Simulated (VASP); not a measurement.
A 63-atom supercell of C (diamond) holds B on the C site with a neighbouring C vacancy in charge state -2. It is relaxed twice, with the total moment held at 1 and at 3 μB. These are PBE GGA, VASP's PBE PAW potentials (set 64) (plane waves; VASP) values and carry that method's errors. Run with PREC = Normal, LREAL = Auto, ISYM = 0, NELECT = 253.0, EDIFF = 1E-5, 400 eV cut-off, 1×1×1 Γ-centred mesh, Gaussian smearing of 0.050 eV, potentials C B.

The cell is charged, with a uniform compensating background. The supercell is sampled at Γ alone, which is coarse: total energies, pressure and levels can be off, energies of defects by several tenths of an eV.

Task: Which spin state lies lower, and by how much?

Result: The state with 1 μB lies lower, by 1.04 eV.

The cell is a supercell with a defect, built from C (diamond).
